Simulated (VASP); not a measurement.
Method: rev-vdW-DF2, VASP's PBE PAW potentials (set 64) (plane waves; VASP).

VASP ran on this input.

**POSCAR**
```
KZnF3
1
    4.0825680225     0.0000000000     0.0000000000
    0.0000000000     4.0825680225     0.0000000000
    0.0000000000     0.0000000000     4.0825680225
K Zn F
1 1 3
Direct
  0.0000000000   0.0000000000   0.0000000000
  0.5000000000   0.5000000000   0.5000000000
  0.5000000000   0.0000000000   0.5000000000
  0.0000000000   0.5000000000   0.5000000000
  0.5000000000   0.5000000000   0.0000000000
```

### INCAR
```
! general
SYSTEM  =KZnF3
PREC    =Accurate
ENCUT   =520
LREAL   =.FALSE.
LASPH   =.TRUE.

! electronic loop
EDIFF   =1E-7
NELM    =100
ALGO    =Normal
LMAXMIX =4

! smearing
ISMEAR  =0
SIGMA   =0.05

! functional
GGA     =MK
LUSE_VDW=.TRUE.
AGGAC   =0.0
PARAM1  =0.1234568
PARAM2  =0.7114
ZAB_VDW =-1.8867

! ions
ISIF    =2

! output
LWAVE   =.FALSE.
LCHARG  =.FALSE.
```

KPOINTS:
```
Automatic mesh
0
Gamma
6 6 6
0 0 0
```

POTCAR, in this order: K_sv Zn F (PBE.64 set). Program: vasp_std.

The run wrote:

File OSZICAR:
```
       N       E                     dE             d eps       ncg     rms          rms(c)
DAV:   1     0.459935973456E+03    0.45994E+03   -0.22595E+04  1000   0.201E+03
DAV:   2     0.221789657442E+02   -0.43776E+03   -0.42827E+03  1201   0.494E+02
DAV:   3    -0.125308354604E+02   -0.34710E+02   -0.34579E+02  1220   0.152E+02
DAV:   4    -0.132686169529E+02   -0.73778E+00   -0.73719E+00  1648   0.206E+01
DAV:   5    -0.132757861856E+02   -0.71692E-02   -0.71672E-02  1312   0.157E+00    0.115E+01
DAV:   6    -0.109994015463E+02    0.22764E+01   -0.84670E+00  1450   0.407E+01    0.711E+00
DAV:   7    -0.110564598571E+02   -0.57058E-01   -0.14747E+00  1041   0.843E+00    0.460E+00
DAV:   8    -0.110652643273E+02   -0.88045E-02   -0.60179E-01  1336   0.157E+01    0.166E+00
DAV:   9    -0.110289210222E+02    0.36343E-01   -0.97405E-02  1526   0.909E+00    0.683E-01
DAV:  10    -0.110243610623E+02    0.45600E-02   -0.91921E-02  1471   0.740E+00    0.296E-01
DAV:  11    -0.110239093043E+02    0.45176E-03   -0.14366E-02  1443   0.161E+00    0.805E-02
DAV:  12    -0.110239965832E+02   -0.87279E-04   -0.60427E-04  1092   0.210E-01    0.822E-02
DAV:  13    -0.110240221504E+02   -0.25567E-04   -0.26203E-04  1238   0.435E-01    0.803E-02
DAV:  14    -0.110240215906E+02    0.55977E-06   -0.12791E-04  1276   0.435E-01    0.699E-02
DAV:  15    -0.110239715730E+02    0.50018E-04   -0.16532E-04  1160   0.120E-01    0.311E-02
DAV:  16    -0.110239641964E+02    0.73766E-05   -0.92648E-06  1397   0.578E-02    0.221E-02
DAV:  17    -0.110239580521E+02    0.61443E-05   -0.11664E-05  1287   0.826E-02    0.113E-02
DAV:  18    -0.110239563883E+02    0.16637E-05   -0.12113E-05  1330   0.516E-02    0.942E-04
DAV:  19    -0.110239565412E+02   -0.15290E-06   -0.12773E-06  1174   0.731E-03    0.120E-03
DAV:  20    -0.110239565350E+02    0.62355E-08   -0.25607E-07   693   0.832E-03
   1 F= -.11023957E+02 E0= -.11023957E+02  d E =-.390372E-11
```

**OUTCAR**
```
------------------------ aborting loop because EDIFF is reached ----------------------------------------
  FORCE on cell =-STRESS in cart. coord.  units (eV):
  Direction    XX          YY          ZZ          XY          YZ          ZX
  --------------------------------------------------------------------------------------
  Total        0.0289583      0.0289583      0.0289583      0.0000000      0.0000000     -0.0000000
  in kB        0.6818420      0.6818420      0.6818420      0.0000000      0.0000000     -0.0000000
  external PRESSURE =       0.6818420 kB  Pullay stress =       0.0000000 kB
  volume of cell :       68.05
      direct lattice vectors                 reciprocal lattice vectors
     4.082568023  0.000000000  0.000000000     0.244943867  0.000000000  0.000000000
     0.000000000  4.082568023  0.000000000     0.000000000  0.244943867  0.000000000
     0.000000000  0.000000000  4.082568023     0.000000000  0.000000000  0.244943867
 POSITION                                       TOTAL-FORCE (eV/Angst)
 -----------------------------------------------------------------------------------
      0.00000      0.00000      0.00000         0.000000      0.000000      0.000000
      2.04128      2.04128      2.04128         0.000000      0.000000      0.000000
      2.04128      0.00000      2.04128         0.000000      0.000000      0.000000
      0.00000      2.04128      2.04128         0.000000      0.000000      0.000000
      2.04128      2.04128      0.00000         0.000000      0.000000      0.000000
 -----------------------------------------------------------------------------------
    total drift:                                0.000000      0.000000     -0.000000
  FREE ENERGIE OF THE ION-ELECTRON SYSTEM (eV)
  ---------------------------------------------------
  free  energy   TOTEN  =       -11.0239565350 eV

  energy  without entropy=      -11.0239565350  energy(sigma->0) =      -11.02395653
```
(Selected blocks of OUTCAR.)

### OUTCAR
```
 val. band max:       -1.2163542986   @ k =   0.5000   0.5000   0.5000

 cond. band min:       2.5134923717   @ k =   0.0000   0.0000   0.0000


 Fermi energy:        -0.9931622004

 k-point     1 :       0.0000    0.0000    0.0000
  band No.  band energies     occupation
      1     -28.0452      2.00000
      2     -22.4640      2.00000
      3     -21.8598      2.00000
      4     -21.8598      2.00000
      5     -11.5991      2.00000
      6     -11.5991      2.00000
      7     -11.5991      2.00000
      8      -5.1487      2.00000
      9      -5.1487      2.00000
     10      -5.1487      2.00000
     11      -4.5937      2.00000
     12      -4.5937      2.00000
     13      -4.5937      2.00000
     14      -4.2701      2.00000
     15      -4.2701      2.00000
     16      -3.1114      2.00000
     17      -3.1114      2.00000
     18      -3.1114      2.00000
     19      -2.9143      2.00000
     20      -2.9143      2.00000
     21      -2.9143      2.00000
     22       2.5135      0.00000
     23       7.5110      0.00000
     24       7.5110      0.00000
     25       8.0157      0.00000

 k-point     2 :       0.1667    0.0000    0.0000
  band No.  band energies     occupation
      1     -28.0403      2.00000
      2     -22.4324      2.00000
      3     -21.8881      2.00000
      4     -21.8579      2.00000
      5     -11.5995      2.00000
      6     -11.5887      2.00000
      7     -11.5887      2.00000
      8      -5.6747      2.00000
      9      -5.1391      2.00000
     10      -5.1391      2.00000
     11      -4.6673      2.00000
     12      -4.6673      2.00000
     13      -4.5928      2.00000
     14      -4.2699      2.00000
     15      -3.9450      2.00000
     16      -3.1647      2.00000
     17      -3.0843      2.00000
     18      -3.0843      2.00000
     19      -2.9576      2.00000
     20      -2.9040      2.00000
     21      -2.9040      2.00000
     22       3.0443      0.00000
     23       7.6754      0.00000
...
```

The compound is KZnF3 in the cubic perovskite structure. It was relaxed first.
